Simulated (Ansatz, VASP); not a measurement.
## Be2As3: VASP beside Ansatz

The input INCAR:

```
PREC     = Accurate       # precision mode
ENCUT    = 520            # plane-wave cutoff, eV
EDIFF    = 1E-6           # SCF threshold, eV
ISMEAR   = 0              # smearing method
SIGMA    = 0.1            # smearing width, eV
LREAL    = F              # projectors in reciprocal space
LASPH    = T              # aspherical terms in the spheres
NELM     = 80             # most SCF steps
ALGO     = Normal         # electronic algorithm
ISIF     = 2              # what is computed and relaxed
LWAVE    = F              # write WAVECAR
LCHARG   = T              # write CHGCAR
GGA      = PE             # functional
LELF     = T              # ELF
LVHAR    = T            
NBANDS   = 18             # bands
```

File KPOINTS:

```
Automatic mesh
0
Gamma
  6 6 6
```

File POSCAR:

```
Be2As3
1.0
    1.6983867007      0.9805640188      7.8728838740
   -1.6983867007      0.9805640188      7.8728838740
    0.0000000000     -1.9611280377      7.8728838740
Be As
2 3
Direct
    0.4000000000      0.4000000000      0.4000000000
    0.6000000000      0.6000000000      0.6000000000
    0.0000000000      0.0000000000      0.0000000000
    0.2095000000      0.2095000000      0.2095000000
    0.7905000000      0.7905000000      0.7905000000
```

Input for Ansatz:

```yaml
crystal:
  lattice:
    - [1.6983867007, 0.9805640188, 7.872883874]
    - [-1.6983867007, 0.9805640188, 7.872883874]
    - [0.0, -1.9611280377, 7.872883874]
  atoms:
    - { symbol: Be, position: [0.4, 0.4, 0.4] }
    - { symbol: Be, position: [0.6, 0.6, 0.6] }
    - { symbol: As, position: [0.0, 0.0, 0.0] }
    - { symbol: As, position: [0.2095, 0.2095, 0.2095] }
    - { symbol: As, position: [0.7905, 0.7905, 0.7905] }
basis:
  ecutwfc: 420
kpoints:
  mp_grid: { grid: [6, 6, 6] }
hamiltonian:
  xc: pbe
scf:
  occupations: { method: gaussian, width: 0.1 }
  lower_state_search: "off"
output:
  forces: true
  stress: true
  eigenvalues: true
```

Alike in both runs: task single point; functional PBE; k mesh 6 × 6 × 6; occupations gaussian, width 0.1 eV; no spin polarisation.

|  | VASP | Ansatz |
| --- | --- | --- |
| version | VASP 6.6.1 | Ansatz 0.2.0 |
| potentials or method | VASP PAW PBE potentials, release 64 (Be, As) | scalar-relativistic, plane waves, PAW |
| plane-wave cutoff (eV) | 520 | 420 |
| valence electrons in the cell | 19 | 49 |

Ansatz gave:

```
gap on the k mesh at the Fermi level (eV)       : none
pressure (GPa)                                  : -1.9
largest component of the traceless stress (GPa) : 4.96
rms of the force components (eV/Å)              : 0.115
```

Question: Which values does VASP return?

Answer: gap on the k mesh at the Fermi level (eV): none; pressure (GPa): -1.8; largest component of the traceless stress (GPa): 4.94; rms of the force components (eV/Å): 0.117.

Atom by atom the forces differ by 0.003 eV/Å (rms over components). A gap of «none» marks a metal or a gap that the smearing closes. With one functional, cell and mesh, what is left measures potentials, basis and numerics. The two sets of potentials don't hold the same shells in valence.
